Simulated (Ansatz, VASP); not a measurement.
**Two plane-wave programs on GaF**

```
Ga F
1.0
     0.00000    2.57696    2.57696
     2.57696    0.00000    2.57696
     2.57696    2.57696    0.00000
Ga F
1 1
Direct
  0.25000 0.25000 0.25000
  0.00000 0.00000 0.00000
```

The cell was built by a generator and needn't be a form met in nature.

Alike in both runs: functional r2SCAN; k mesh 9 × 9 × 9; occupations fermi-dirac, width 0.05 eV; no spin polarisation.

```csv
,VASP,Ansatz
version,VASP 6.6.1,Ansatz 0.2.0
potentials or method,"VASP PAW PBE potentials, release 64 (Ga_d, F)",Ansatz PAW
plane-wave cutoff (eV),520,500
valence electrons in the cell,20,20
task,single point,band structure
```

|  | VASP | Ansatz | Ansatz less VASP |
| --- | --- | --- | --- |
| gap on the k mesh at the Fermi level (eV) | 1.15 | 1.15 | -0.007 |
| least direct gap on the mesh (eV) | 1.15 | 1.15 | -0.007 |
| pressure (GPa) | 12.4 | 12.3 | -0.08 |

The functional is the same, so the differences come from potentials, cutoffs and numerics.

Caveats: the PAW data sets were made with another functional, which shifts forces and pressure a little (VASP); an odd mesh through Γ misses points on the zone boundary, where band edges often lie (VASP); the k mesh misses the band edges, so the gap on the mesh is wider than the one along the path (Ansatz); the PAW data sets come from PBE, with cores solved anew for the run's functional, which leaves a small shift of forces and pressure (Ansatz). r2SCAN opens gaps a little over a GGA but as a rule still falls short of measured ones.
